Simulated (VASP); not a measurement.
# NiSb (Breithauptite): structure and properties in VASP, part 10 of 13

Aim: relax NiSb (Breithauptite), then compute properties on the relaxed cell. The start is a cell from a database of measured crystal structures.

VASP 6.6.1, plane waves and PAW; the level of theory is named at each step.

Still holding for the runs below: This run allows spin, but its moments start at zero, where symmetry between the spins tends to hold them, which is where the search above led. A U on the itinerant d states of such a compound is hard to justify; it moves the bands at the Fermi level.

So far. Step 10 (Single point with fields (LDA + U)): In this run the pressure is 0.07 GPa, small enough to go on; single stress components reach 0.07 GPa. Step 11 (Band structure (LDA + U)): There is no gap at this level.

### Step 12. Density of states (LDA + U)

Level of this step: LDA, DFT+U (Ni d 4 eV), zero-moment start; plane waves and PAW (Ni, Sb) (VASP).

A density of states needs more k-points than a total energy, and tetrahedra (ISMEAR = -5) or a smearing that fits the mesh; LORBIT projects the states on the PAW spheres. The mesh is finer than in the run before.

Contents of INCAR:

```
SYSTEM = NiSb
PREC = Accurate
ENCUT = 400
EDIFF = 1E-06
NELM = 100
ISMEAR = -5
SIGMA = 0.05
LREAL = .FALSE.
ALGO = Normal
GGA = CA
NBANDS = 31
ISPIN = 2
MAGMOM = 0 0 -0 -0
LDAU = .TRUE.
LDAUTYPE = 2
LDAUL = 2 -1
LDAUU = 4 0
LDAUJ = 0 0
LDAUPRINT = 1
LASPH = .TRUE.
LMAXMIX = 4
LORBIT = 11
LWAVE = .FALSE.
LCHARG = .FALSE.
KPAR = 8
NEDOS = 2001
```

Contents of POSCAR:

```
NiSb
1.0
    3.8277166359      0.0000000000      0.0000000000
   -1.9138583179      3.3148998451      0.0000000000
    0.0000000000      0.0000000000      4.9966405976
Ni Sb
2 2
Direct
    0.0000000000      0.0000000000      0.0000000000
    0.0000000000      0.0000000000      0.5000000000
    0.3333333333      0.6666666667      0.2500000000
    0.6666666667      0.3333333333      0.7500000000
```

Contents of KPOINTS:

```
Automatic mesh
0
Gamma
10 10 7
0 0 0
```

Potentials, in the order of the species: Ni and Sb (LDA family, release 64).

Launch:

```sh
$ mpirun -np 8 vasp_std
```

The program printed:

```text
[... set-up lines as in an earlier step ...]
 entering main loop
       N       E                     dE             d eps       ncg     rms          rms(c)
DAV:   1     0.171162544685E+03    0.17116E+03   -0.97600E+03  6984   0.839E+02
DAV:   2    -0.695266168804E+01   -0.17812E+03   -0.16484E+03  7036   0.214E+02
DAV:   3    -0.199486951835E+02   -0.12996E+02   -0.12675E+02  8288   0.690E+01
DAV:   4    -0.202092344960E+02   -0.26054E+00   -0.26034E+00  8040   0.971E+00
DAV:   5    -0.202164329344E+02   -0.71984E-02   -0.72014E-02  8438   0.157E+00    0.112E+01
DAV:   6    -0.201933270748E+02    0.23106E-01   -0.33191E+00  8052   0.305E+01    0.694E+00
DAV:   7    -0.196492865813E+02    0.54404E+00   -0.18627E+00  8778   0.251E+01    0.488E+00
DAV:   8    -0.195378573826E+02    0.11143E+00   -0.39789E-01  9561   0.699E+00    0.488E-01
DAV:   9    -0.195383400554E+02   -0.48267E-03   -0.21260E-02  7700   0.878E-01    0.292E-01
DAV:  10    -0.195380378760E+02    0.30218E-03   -0.34363E-03  7990   0.417E-01    0.734E-02
DAV:  11    -0.195380499799E+02   -0.12104E-04   -0.55109E-04  8229   0.160E-01    0.366E-02
DAV:  12    -0.195380571138E+02   -0.71339E-05   -0.34699E-05 10155   0.456E-02    0.276E-02
DAV:  13    -0.195380038651E+02    0.53249E-04   -0.11029E-05  9022   0.410E-02    0.433E-03
DAV:  14    -0.195380067983E+02   -0.29333E-05   -0.17354E-06  6755   0.117E-02    0.200E-03
DAV:  15    -0.195380064023E+02    0.39601E-06   -0.12735E-07  4389   0.257E-03
   1 F= -.19538006E+02 E0= -.19538006E+02  d E =0.000000E+00  mag=     0.0000
 -----------------------------------------------------------------------------
|                                                                             |
|           W    W    AA    RRRRR   N    N  II  N    N   GGGG   !!!           |
|           W    W   A  A   R    R  NN   N  II  NN   N  G    G  !!!           |
|           W    W  A    A  R    R  N N  N  II  N N  N  G       !!!           |
|           W WW W  AAAAAA  RRRRR   N  N N  II  N  N N  G  GGG   !            |
|           WW  WW  A    A  R   R   N   NN  II  N   NN  G    G                |
|           W    W  A    A  R    R  N    N  II  N    N   GGGG   !!!           |
|                                                                             |
|     Tetrahedron method does not include variations of the Fermi             |
|     occupations, so forces and stress will be inaccurate. We suggest        |
|     using a different smearing scheme ISMEAR = 1 or 2 for metals in         |
|     relaxations.                                                            |
|                                                                             |
 -----------------------------------------------------------------------------
```

Elapsed: 16 s, on 8 MPI ranks of AMD EPYC 9R45, shared host; peak memory 1.9 GiB.

From OUTCAR (step 12):

```text
   k-points           NKPTS =     56   k-points in BZ     NKDIM =     56   number of bands    NBANDS=     31

   NELECT =      30.0000    total number of electrons

atom =   1  type =  1  l = 2

 onsite density matrix

spin component  1

  0.8763 -0.0000 -0.0000  0.0448  0.0000
 -0.0000  0.8689 -0.0000  0.0000  0.0448
 -0.0000 -0.0000  0.8932 -0.0000 -0.0000
  0.0448  0.0000 -0.0000  0.8689  0.0000
  0.0000  0.0448 -0.0000  0.0000  0.8763

spin component  2

 occupancies and eigenvectors

  o =  0.8276  v =  0.0000  0.0000  0.0000  0.0000  0.0000 -0.1910 -0.7058  0.0000  0.2074  0.6499      0.0000  0.0000  0.0000  0.0000  0.0000  0.0000  0.0000  0.0000  0.0000  0.0000
  o =  0.8276  v =  0.0000  0.0000  0.0000  0.0000  0.0000  0.6499 -0.2074  0.0000 -0.7058  0.1910      0.0000  0.0000  0.0000  0.0000  0.0000  0.0000  0.0000  0.0000  0.0000  0.0000
  o =  0.8276  v = -0.1910 -0.7058  0.0000  0.2074  0.6499  0.0000  0.0000  0.0000  0.0000  0.0000      0.0000  0.0000  0.0000  0.0000  0.0000  0.0000  0.0000  0.0000  0.0000  0.0000
  o =  0.8276  v =  0.6499 -0.2074  0.0000 -0.7058  0.1910  0.0000  0.0000  0.0000  0.0000  0.0000      0.0000  0.0000  0.0000  0.0000  0.0000  0.0000  0.0000  0.0000  0.0000  0.0000
  o =  0.8932  v =  0.0000  0.0000  0.0000  0.0000  0.0000  0.0000  0.0000  1.0000  0.0000  0.0000      0.0000  0.0000  0.0000  0.0000  0.0000  0.0000  0.0000  0.0000  0.0000  0.0000
  o =  0.8932  v =  0.0000  0.0000  1.0000  0.0000  0.0000  0.0000  0.0000  0.0000  0.0000  0.0000      0.0000  0.0000  0.0000  0.0000  0.0000  0.0000  0.0000  0.0000  0.0000  0.0000
  o =  0.9175  v = -0.2074  0.6499 -0.0000 -0.1910  0.7058  0.0000  0.0000  0.0000  0.0000  0.0000      0.0000  0.0000  0.0000  0.0000  0.0000  0.0000  0.0000  0.0000  0.0000  0.0000
  o =  0.9175  v =  0.7058  0.1910 -0.0000  0.6499  0.2074  0.0000  0.0000  0.0000  0.0000  0.0000      0.0000  0.0000  0.0000  0.0000  0.0000  0.0000  0.0000  0.0000  0.0000  0.0000
  o =  0.9175  v =  0.0000  0.0000  0.0000  0.0000  0.0000 -0.2074  0.6499 -0.0000 -0.1910  0.7058      0.0000  0.0000  0.0000  0.0000  0.0000  0.0000  0.0000  0.0000  0.0000  0.0000
  o =  0.9175  v =  0.0000  0.0000  0.0000  0.0000  0.0000  0.7058  0.1910 -0.0000  0.6499  0.2074      0.0000  0.0000  0.0000  0.0000  0.0000  0.0000  0.0000  0.0000  0.0000  0.0000

atom =   2  type =  1  l = 2

 onsite density matrix

spin component  1

  0.8763  0.0000 -0.0000 -0.0448  0.0000
  0.0000  0.8689  0.0000  0.0000 -0.0448
 -0.0000  0.0000  0.8932  0.0000 -0.0000
 -0.0448  0.0000  0.0000  0.8689 -0.0000
  0.0000 -0.0448 -0.0000 -0.0000  0.8763

spin component  2

 occupancies and eigenvectors

  o =  0.8276  v =  0.0000  0.0000  0.0000  0.0000  0.0000 -0.1910  0.7058  0.0000 -0.2074  0.6499      0.0000  0.0000  0.0000  0.0000  0.0000  0.0000  0.0000  0.0000  0.0000  0.0000
  o =  0.8276  v =  0.0000  0.0000  0.0000  0.0000  0.0000  0.6499  0.2074  0.0000  0.7058  0.1910      0.0000  0.0000  0.0000  0.0000  0.0000  0.0000  0.0000  0.0000  0.0000  0.0000
  o =  0.8276  v = -0.1910  0.7058  0.0000 -0.2074  0.6499  0.0000  0.0000  0.0000  0.0000  0.0000      0.0000  0.0000  0.0000  0.0000  0.0000  0.0000  0.0000  0.0000  0.0000  0.0000
  o =  0.8276  v =  0.6499  0.2074  0.0000  0.7058  0.1910  0.0000  0.0000  0.0000  0.0000  0.0000      0.0000  0.0000  0.0000  0.0000  0.0000  0.0000  0.0000  0.0000  0.0000  0.0000
  o =  0.8932  v =  0.0000  0.0000  0.0000  0.0000  0.0000  0.0000 -0.0000  1.0000 -0.0000  0.0000      0.0000  0.0000  0.0000  0.0000  0.0000  0.0000  0.0000  0.0000  0.0000  0.0000
  o =  0.8932  v =  0.0000 -0.0000  1.0000 -0.0000  0.0000  0.0000  0.0000  0.0000  0.0000  0.0000      0.0000  0.0000  0.0000  0.0000  0.0000  0.0000  0.0000  0.0000  0.0000  0.0000
  o =  0.9175  v = -0.2074 -0.6499 -0.0000  0.1910  0.7058  0.0000  0.0000  0.0000  0.0000  0.0000      0.0000  0.0000  0.0000  0.0000  0.0000  0.0000  0.0000  0.0000  0.0000  0.0000
  o =  0.9175  v =  0.7058 -0.1910 -0.0000 -0.6499  0.2074  0.0000  0.0000  0.0000  0.0000  0.0000      0.0000  0.0000  0.0000  0.0000  0.0000  0.0000  0.0000  0.0000  0.0000  0.0000
  o =  0.9175  v =  0.0000  0.0000  0.0000  0.0000  0.0000 -0.2074 -0.6499 -0.0000  0.1910  0.7058      0.0000  0.0000  0.0000  0.0000  0.0000  0.0000  0.0000  0.0000  0.0000  0.0000
  o =  0.9175  v =  0.0000  0.0000  0.0000  0.0000  0.0000  0.7058 -0.1910 -0.0000 -0.6499  0.2074      0.0000  0.0000  0.0000  0.0000  0.0000  0.0000  0.0000  0.0000  0.0000  0.0000

 E-fermi :  10.8189

 spin component 1
 k-point     1 :       0.0000    0.0000    0.0000
  band No.  band energies     occupation
    ...
      9       7.9936      1.00000
     10       7.9936      1.00000
     11       8.8711      1.00000
     12       8.8711      1.00000
     13      10.3986      1.00000
     14      11.7480     -0.24027
     15      11.7480      0.00000
     16      13.4817      0.00000
     17      13.4817      0.00000
     18      14.2665      0.00000
    ...

 k-point     2 :       0.1000    0.0000    0.0000
  band No.  band energies     occupation
    ...
     10       8.0191      1.00000
     11       8.8565      1.00000
     12       8.8714      1.00000
     13      10.3553      1.00000
     14      10.6974      0.75054
     15      11.1815      0.11406
     16      12.9402      0.00000
     17      13.9838      0.00000
     18      15.0672      0.00000
     19      15.4436      0.00000
    ...

  Total       -0.0757026     -0.0757026      0.0034394     -0.0000000      0.0000000     -0.0000000
  in kB       -1.9130807     -1.9130807      0.0869180     -0.0000000      0.0000000     -0.0000000
  external PRESSURE =      -1.2464144 kB  Pullay stress =       0.0000000 kB

 POSITION                                       TOTAL-FORCE (eV/Angst)
 -----------------------------------------------------------------------------------
      0.00000      0.00000      0.00000        -0.000000     -0.000000     -0.000000
      0.00000      0.00000      2.49832        -0.000000     -0.000000     -0.000000
     -0.00000      2.20993      1.24916         0.000000     -0.000000      0.000000
      1.91386      1.10497      3.74748        -0.000000      0.000000      0.000000
 -----------------------------------------------------------------------------------
    total drift:                               -0.000000      0.000000      0.000000

  FREE ENERGIE OF THE ION-ELECTRON SYSTEM (eV)
  ---------------------------------------------------
  free  energy   TOTEN  =       -19.5380064023 eV

  energy  without entropy=      -19.5380064023  energy(sigma->0) =      -19.53800640

 magnetization (x)
# of ion       s       p       d       tot
------------------------------------------
    1       -0.000   0.000   0.000   0.000
    2       -0.000   0.000   0.000   0.000
    3       -0.000  -0.000  -0.000  -0.000
    4       -0.000  -0.000  -0.000  -0.000
--------------------------------------------------
tot         -0.000  -0.000   0.000   0.000

[... 7 parts as in an earlier step ...]

[... 9 further parts left out ...]
```

With tetrahedra the forces and stress of a metal are not exact derivatives of the energy.

This step gave:

| Quantity | Value |
| --- | --- |
| SCF cycles | 15 |
| irreducible k-points | 56 |
| free energy (TOTEN) | -19.54 eV |
| Fermi energy | 10.82 eV |
| pressure | -0.1246 GPa |
| DOS at the Fermi level, one point of the energy grid | 1.867 states/eV/cell |

The density of states has structure finer than the step of the table below, so its rows give means over 1 eV, whole bins alone (the curve runs from -12.0 to 5.80 eV). Peaks (eV: height): total -3.5: 11.8, -3.2: 9.16, -2.8: 17.7, -2.1: 9.57; Ni d -3.5: 8.81, -3.2: 6.70, -2.8: 15.2, -2.1: 8.52; Sb p -4.4: 0.695, -4.0: 0.806, -3.4: 0.897, -3.2: 0.626; Ni p -3.5: 0.373, -3.2: 0.432, -3.0: 0.393, -2.8: 0.278; Ni s -6.4: 0.325, -4.0: 0.256, 5.0: 0.256, 5.7: 0.387.

States under -12.0 eV and over 5.8 eV are left out; both spin channels agree and are summed. Density of states against energy, zero at the Fermi level; means over each step; values in states/eV/cell:

```tsv
energy (eV)	total	Ni d	Sb p	Ni p	Ni s	Sb s
-11	1.02	0.0192	0.0219	0.0542	0.0641	0.485
-10	1.61	0.107	0.0244	0.0751	0.0559	0.845
-9	0.532	0.0461	0.00765	0.0263	0.0114	0.292
-8	0.00166	3.9e-5	1.3e-5	1.4e-4	2.6e-5	9.6e-4
-7	0.247	0.0272	0.0562	0.0114	0.0419	0.00620
-6	1.96	0.357	0.439	0.0889	0.228	0.0646
-5	1.99	0.762	0.366	0.0801	0.124	0.0510
-4	5.12	3.33	0.584	0.144	0.116	0.0204
-3	9.06	7.22	0.450	0.262	0.0731	0.0309
-2	4.67	3.88	0.192	0.112	0.0522	0.0254
-1	2.17	1.33	0.248	0.128	0.0350	0.0485
0	1.66	0.744	0.283	0.119	0.0339	0.0993
1	1.37	0.471	0.296	0.101	0.0369	0.0884
2	1.62	0.453	0.427	0.114	0.0480	0.0897
3	1.54	0.368	0.481	0.0779	0.0457	0.0574
4	1.11	0.215	0.277	0.0381	0.0932	0.0187
5	1.62	0.183	0.164	0.0945	0.216	0.0418
```

The finer mesh and the other smearing move the Fermi level by -0.02 eV from the 7×7×5 run, a small shift, which tests the Fermi level alone. Of the states within 0.3 eV of the Fermi level, the largest shares in the PAW spheres are Ni d 44 %, Sb p 17 % and Ni p 7 %. The rest lies in smaller channels or between the spheres.

(Part 10 of 13 ends here.)

[Lines on the potential files, build, host, timing and source positions are cut from VASP's logs without a mark.]

[Logs are printed without paths, hosts, clocks, repeated set-up lines and the standing remarks that a program may print on its own settings, such as how far it seeks lower states.]

[Hosts, paths, dates, database ids (printed as entryN), source tags and the programs' standing remarks are cut or masked in the printed files.]

[A measured line is paired with the nearest computed mode of its activity, which favours agreement.]

[In band tables of VASP the shares of atoms and orbitals are scaled to a sum of 1 inside the atoms' spheres.]
